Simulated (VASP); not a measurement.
OSZICAR of a VASP run on Co (relaxed from the beta-Sn structure, space group I4_1/amd):

**OSZICAR**
```
       N       E                     dE             d eps       ncg     rms          rms(c)
DAV:   1     0.696392207031E+02    0.69639E+02   -0.70544E+03 19160   0.122E+03
DAV:   2    -0.138506700057E+02   -0.83490E+02   -0.76832E+02 18584   0.221E+02
DAV:   3    -0.158546161139E+02   -0.20039E+01   -0.19780E+01 22968   0.477E+01
DAV:   4    -0.158901822560E+02   -0.35566E-01   -0.35558E-01 26648   0.472E+00
DAV:   5    -0.158903683978E+02   -0.18614E-03   -0.18614E-03 23384   0.360E-01    0.152E+01
DAV:   6    -0.146735019807E+02    0.12169E+01   -0.12030E+01 20096   0.675E+01    0.660E+00
DAV:   7    -0.143158887161E+02    0.35761E+00   -0.15675E+00 21664   0.242E+01    0.367E+00
DAV:   8    -0.142986529371E+02    0.17236E-01   -0.14684E-02 26416   0.129E+00    0.167E+00
DAV:   9    -0.142869824182E+02    0.11671E-01   -0.28116E-03 27928   0.849E-01    0.442E-01
DAV:  10    -0.142858095883E+02    0.11728E-02   -0.38155E-04 27528   0.242E-01    0.510E-02
DAV:  11    -0.142858028125E+02    0.67758E-05   -0.38514E-05 22352   0.867E-02    0.322E-02
DAV:  12    -0.142858048999E+02   -0.20875E-05   -0.30133E-06 20160   0.184E-02    0.157E-02
DAV:  13    -0.142858058080E+02   -0.90804E-06   -0.49191E-07 10784   0.895E-03
   1 F= -.14285806E+02 E0= -.14285823E+02  d E =-.142858E+02  mag=     3.4992
       N       E                     dE             d eps       ncg     rms          rms(c)
DAV:   1    -0.146517287707E+02   -0.36592E+00   -0.48010E+00 20632   0.338E+01    0.474E+00
DAV:   2    -0.143640179277E+02    0.28771E+00   -0.14460E+00 21832   0.236E+01    0.301E+00
DAV:   3    -0.143047965741E+02    0.59221E-01   -0.17009E-01 22320   0.810E+00    0.142E+00
DAV:   4    -0.142974088849E+02    0.73877E-02   -0.32168E-03 22264   0.627E-01    0.436E-01
DAV:   5    -0.142930925493E+02    0.43163E-02   -0.19873E-03 28024   0.433E-01    0.111E-01
DAV:   6    -0.142929677150E+02    0.12483E-03   -0.20656E-04 25136   0.216E-01    0.406E-02
DAV:   7    -0.142929792473E+02   -0.11532E-04   -0.26583E-05 22200   0.664E-02    0.216E-02
DAV:   8    -0.142929767754E+02    0.24719E-05   -0.24617E-06 18656   0.249E-02    0.129E-02
DAV:   9    -0.142929746450E+02    0.21304E-05   -0.83227E-07  9904   0.193E-02    0.211E-03
DAV:  10    -0.142929745690E+02    0.76049E-07   -0.26260E-07  9744   0.740E-03
   2 F= -.14292975E+02 E0= -.14293015E+02  d E =-.716876E-02  mag=     3.4451
       N       E                     dE             d eps       ncg     rms          rms(c)
DAV:   1    -0.143424093340E+02   -0.49435E-01   -0.63076E-01 20584   0.126E+01    0.166E+00
DAV:   2    -0.143058299025E+02    0.36579E-01   -0.18745E-01 21864   0.839E+00    0.106E+00
DAV:   3    -0.142980474519E+02    0.77825E-02   -0.21337E-02 22128   0.288E+00    0.508E-01
DAV:   4    -0.142970839074E+02    0.96354E-03   -0.39906E-04 21952   0.216E-01    0.159E-01
DAV:   5    -0.142965308917E+02    0.55302E-03   -0.23968E-04 27888   0.151E-01    0.395E-02
DAV:   6    -0.142965176092E+02    0.13282E-04   -0.31553E-05 26280   0.813E-02    0.136E-02
DAV:   7    -0.142965191465E+02   -0.15372E-05   -0.31657E-06 19992   0.268E-02    0.809E-03
DAV:   8    -0.142965201581E+02   -0.10116E-05   -0.31572E-07  9816   0.721E-03    0.337E-03
DAV:   9    -0.142965203077E+02   -0.14963E-06   -0.65582E-08  9632   0.276E-03
   3 F= -.14296520E+02 E0= -.14296547E+02  d E =-.107145E-01  mag=     3.4615
       N       E                     dE             d eps       ncg     rms          rms(c)
DAV:   1    -0.143145502750E+02   -0.18030E-01   -0.39335E-01 21952   0.663E+00    0.890E-01
DAV:   2    -0.143019128702E+02    0.12637E-01   -0.34130E-02 23232   0.365E+00    0.513E-01
DAV:   3    -0.142991989196E+02    0.27140E-02   -0.62581E-03 23424   0.145E+00    0.327E-01
DAV:   4    -0.142984007676E+02    0.79815E-03   -0.58753E-04 22816   0.237E-01    0.121E-01
DAV:   5    -0.142983050500E+02    0.95718E-04   -0.11291E-04 24880   0.134E-01    0.262E-02
DAV:   6    -0.142982921267E+02    0.12923E-04   -0.21718E-05 26664   0.744E-02    0.119E-02
DAV:   7    -0.142982921232E+02    0.35334E-08   -0.15774E-06 15384   0.160E-02
   4 F= -.14298292E+02 E0= -.14298235E+02  d E =-.177182E-02  mag=     3.4852
       N       E                     dE             d eps       ncg     rms          rms(c)
DAV:   1    -0.142982929541E+02   -0.82737E-06   -0.13290E-05 22008   0.385E-02    0.534E-03
DAV:   2    -0.142982926424E+02    0.31174E-06   -0.97815E-07 10184   0.199E-02
   5 F= -.14298293E+02 E0= -.14298235E+02  d E =-.177233E-02  mag=     3.4853
```

Task: Which electronic solver shows in the log?

Result: It is blocked Davidson (ALGO = Normal, or the opening steps of other solvers). The INCAR had ALGO = Normal.

Task: How was spin treated?

Result: Collinear spin (ISPIN = 2): the summary line carries one mag value, 3.49 μB in the cell.

Task: Can the final energy be trusted as converged?

Result: The run converged. It stopped with EDIFF = 1E-6, NELM = 100, NSW = 60 and EDIFFG = -0.01 after 5 ionic steps (PBEsol GGA, plane waves, VASP's PBE PAW potentials (set 64)).

The structure was generated: Co was put into the beta-Sn type (I4_1/amd), which need not be its known phase. This run relaxes it. Symmetry was kept, so distortions that lower it aren't found.
